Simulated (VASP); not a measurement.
Output of a VASP run:

OUTCAR:
```
 ion  position               nearest neighbor table
   1  0.250  0.250  0.250-   3 2.37   3 2.37   3 2.37   3 2.37   2 2.74   2 2.74   2 2.74   2 2.74
                             2 2.74   2 2.74
   2  0.750  0.750  0.750-   3 2.37   3 2.37   3 2.37   3 2.37   1 2.74   1 2.74   1 2.74   1 2.74
                             1 2.74   1 2.74
   3  0.000  0.000  0.000-   2 2.37   2 2.37   2 2.37   1 2.37   1 2.37   1 2.37   2 2.37   1 2.37
  LATTYP: Found a face centered cubic cell.
 ALAT       =     5.4831708552
 Subroutine PRICEL returns:
 Original cell was already a primitive cell.
 Subroutine GETGRP returns: Found 48 space group operations
The static configuration has the point symmetry O_h .
The dynamic configuration has the point symmetry O_h .
 Subroutine INISYM returns: Found 48 space group operations
 Subroutine IBZKPT returns following result:
 Found     56 irreducible k-points:

 Following reciprocal coordinates:
            Coordinates               Weight
  0.000000  0.000000  0.000000      1.000000
  0.090909  0.000000  0.000000      8.000000
  0.181818  0.000000  0.000000      8.000000
  0.272727  0.000000  0.000000      8.000000
  0.363636  0.000000  0.000000      8.000000
  0.454545  0.000000  0.000000      8.000000
  0.090909  0.090909  0.000000      6.000000
  0.181818  0.090909  0.000000     24.000000
  0.272727  0.090909  0.000000     24.000000
  0.363636  0.090909  0.000000     24.000000
  0.454545  0.090909  0.000000     24.000000
 -0.454545  0.090909  0.000000     24.000000
 -0.363636  0.090909  0.000000     24.000000
 -0.272727  0.090909  0.000000     24.000000
 -0.181818  0.090909  0.000000     24.000000
 -0.090909  0.090909  0.000000     12.000000
  0.181818  0.181818  0.000000      6.000000
  0.272727  0.181818  0.000000     24.000000
  0.363636  0.181818  0.000000     24.000000
  0.454545  0.181818  0.000000     24.000000
 -0.454545  0.181818  0.000000     24.000000
 -0.363636  0.181818  0.000000     24.000000
 -0.272727  0.181818  0.000000     24.000000
 -0.181818  0.181818  0.000000     12.000000
  0.272727  0.272727  0.000000      6.000000
  0.363636  0.272727  0.000000     24.000000
  0.454545  0.272727  0.000000     24.000000
 -0.454545  0.272727  0.000000     24.000000
 -0.363636  0.272727  0.000000     24.000000
 -0.272727  0.272727  0.000000     12.000000
  0.363636  0.363636  0.000000      6.000000
  0.454545  0.363636  0.000000     24.000000
 -0.454545  0.363636  0.000000     24.000000
 -0.363636  0.363636  0.000000     12.000000
  0.454545  0.454545  0.000000      6.000000
 -0.454545  0.454545  0.000000     12.000000
  0.272727  0.181818  0.090909     24.000000
  0.363636  0.181818  0.090909     48.000000
  0.454545  0.181818  0.090909     48.000000
 -0.454545  0.181818  0.090909     48.000000
   k-points           NKPTS =     56   k-points in BZ     NKDIM =     56   number of bands    NBANDS=     13
   number of dos      NEDOS =    601   number of ions     NIONS =      3
   total plane-waves  NPLWV =  27000
   dimension x,y,z NGX =    30 NGY =   30 NGZ =   30
   dimension x,y,z NGXF=    60 NGYF=   60 NGZF=   60
   ions per type =               2   1
   PREC   = accura    normal or accurate (medium, high low for compatibility)
   ISTART =      0    job   : 0-new  1-cont  2-samecut
   ICHARG =      2    charge: 1-file 2-atom 10-const
   ISPIN  =      1    spin polarized calculation?
   LNONCOLLINEAR =      F non collinear calculations
   LSORBIT =      F    spin-orbit coupling
   INIWAV =      1    electr: 0-lowe 1-rand  2-diag
   ENCUT  =  520.0 eV  38.22 Ry    6.18 a.u.   7.21  7.21  7.21*2*pi/ulx,y,z
   NELM   =    100;   NELMIN=  2; NELMDL= -5     # of ELM steps
   EDIFF  = 0.1E-06   stopping-criterion for ELM
   LREAL  =      F    real-space projection
   NLSPLINE    = F    spline interpolate recip. space projectors
   LMAXMIX     =    4 max onsite mixed and CHGCAR
   VOSKOWN=      0    Vosko Wilk Nusair interpolation
   EDIFFG = 0.1E-05   stopping-criterion for IOM
...
```

OSZICAR:
```
       N       E                     dE             d eps       ncg     rms          rms(c)
DAV:   1     0.731569132722E+02    0.73157E+02   -0.79700E+03  1456   0.140E+03
DAV:   2    -0.139221102158E+02   -0.87079E+02   -0.82127E+02  1531   0.250E+02
DAV:   3    -0.180079351196E+02   -0.40858E+01   -0.39730E+01  1832   0.616E+01
DAV:   4    -0.180958625487E+02   -0.87927E-01   -0.88564E-01  1791   0.840E+00
DAV:   5    -0.180983607980E+02   -0.24982E-02   -0.25040E-02  1899   0.148E+00    0.162E+01
DAV:   6    -0.231050892694E+02   -0.50067E+01   -0.53132E+01  1582   0.181E+02    0.258E+01
DAV:   7    -0.163401807367E+02    0.67649E+01   -0.15645E+01  1746   0.113E+02    0.443E+00
DAV:   8    -0.162505725848E+02    0.89608E-01   -0.23412E+00  2143   0.266E+01    0.273E+00
DAV:   9    -0.162156732688E+02    0.34899E-01   -0.29089E-01  1838   0.109E+01    0.652E-01
DAV:  10    -0.162138343408E+02    0.18389E-02   -0.11194E-02  1998   0.228E+00    0.285E-01
DAV:  11    -0.162143444589E+02   -0.51012E-03   -0.16693E-03  1659   0.330E-01    0.298E-02
DAV:  12    -0.162144234976E+02   -0.79039E-04   -0.78067E-05  1959   0.161E-01    0.211E-02
DAV:  13    -0.162144266568E+02   -0.31592E-05   -0.70152E-05  1606   0.103E-01    0.113E-02
DAV:  14    -0.162144252210E+02    0.14358E-05   -0.27776E-06  2042   0.174E-02    0.549E-03
DAV:  15    -0.162144285984E+02   -0.33775E-05   -0.87679E-07  1943   0.225E-02    0.734E-04
DAV:  16    -0.162144291155E+02   -0.51707E-06   -0.75595E-08  1043   0.284E-03    0.388E-04
DAV:  17    -0.162144290005E+02    0.11502E-06   -0.15476E-08   973   0.233E-03    0.233E-04
DAV:  18    -0.162144290462E+02   -0.45682E-07   -0.34757E-09   913   0.624E-04
   1 F= -.16214429E+02 E0= -.16214429E+02  d E =0.000000E+00
```

**OUTCAR**
```
------------------------ aborting loop because EDIFF is reached ----------------------------------------
  FORCE on cell =-STRESS in cart. coord.  units (eV):
  Direction    XX          YY          ZZ          XY          YZ          ZX
  --------------------------------------------------------------------------------------
  Total       -0.2199423     -0.2199423     -0.2199423     -0.0000000     -0.0000000      0.0000000
  in kB       -8.5503537     -8.5503537     -8.5503537     -0.0000000     -0.0000000      0.0000000
  external PRESSURE =      -8.5503537 kB  Pullay stress =       0.0000000 kB
  volume of cell :       41.21
      direct lattice vectors                 reciprocal lattice vectors
     0.000000000  2.741585428  2.741585428    -0.182376225  0.182376225  0.182376225
     2.741585428  0.000000000  2.741585428     0.182376225 -0.182376225  0.182376225
     2.741585428  2.741585428  0.000000000     0.182376225  0.182376225 -0.182376225
 POSITION                                       TOTAL-FORCE (eV/Angst)
 -----------------------------------------------------------------------------------
      1.37079      1.37079      1.37079         0.000000     -0.000000     -0.000000
      4.11238      4.11238      4.11238        -0.000000     -0.000000     -0.000000
      0.00000      0.00000      0.00000        -0.000000      0.000000      0.000000
 -----------------------------------------------------------------------------------
    total drift:                                0.000000     -0.000000     -0.000000
  FREE ENERGIE OF THE ION-ELECTRON SYSTEM (eV)
  ---------------------------------------------------
  free  energy   TOTEN  =       -16.2144290462 eV

  energy  without entropy=      -16.2144290462  energy(sigma->0) =      -16.21442905

 total charge

# of ion       s       p       d       tot
------------------------------------------
    1        0.744   0.819   0.000   1.563
    2        0.744   0.819   0.000   1.563
    3        0.535   0.744   8.414   9.692
--------------------------------------------------
tot          2.023   2.382   8.414  12.819

 Electric field gradients after diagonalization (V/A^2)
 (convention: |V_zz| > |V_xx| > |V_yy|)
----------------------------------------------------------------------
 ion       V_xx      V_yy      V_zz     asymmetry (V_yy - V_xx)/ V_zz
----------------------------------------------------------------------
   1       0.000     0.000    -0.000       0.000
   2       0.000     0.000    -0.000       0.000
   3      -0.000    -0.000     0.000       0.000
```
(Selected blocks of OUTCAR.)

POSCAR:
```
NiSi2
1
    0.0000000000     2.7415854276     2.7415854276
    2.7415854276     0.0000000000     2.7415854276
    2.7415854276     2.7415854276     0.0000000000
Si Ni
2 1
Direct
  0.2500000000   0.2500000000   0.2500000000
  0.7500000000   0.7500000000   0.7500000000
  0.0000000000   0.0000000000   0.0000000000
```

Q: Write an INCAR and KPOINTS that could have produced this output.

A: This is not unique; one that fits is the input of the run itself, RPBE GGA, plane waves, VASP's PBE PAW potentials (set 64).

INCAR:
```
SYSTEM  =  NiSi2
PREC  =  Accurate; ENCUT  =  520; LREAL  =  F
LASPH  =  T
EDIFF  =  1E-7; NELM  =  100; ALGO  =  Normal
LMAXMIX  =  4
ISMEAR  =  -5
GGA  =  RP
ISIF  =  2
LWAVE  =  F; LCHARG  =  T; LORBIT  =  11
NEDOS  =  601
LEFG  =  T
```

### KPOINTS
```
Automatic mesh
0
Gamma
  11 11 11
```

POTCAR, in this order: Si Ni (PBE.64 set). Program: vasp_std.

For a metal the tetrahedron method with Blöchl corrections gives inexact stress and forces.

The compound is NiSi2 in the fluorite structure. It was relaxed first. The run is not spin-polarised, so no magnetic state was tried.
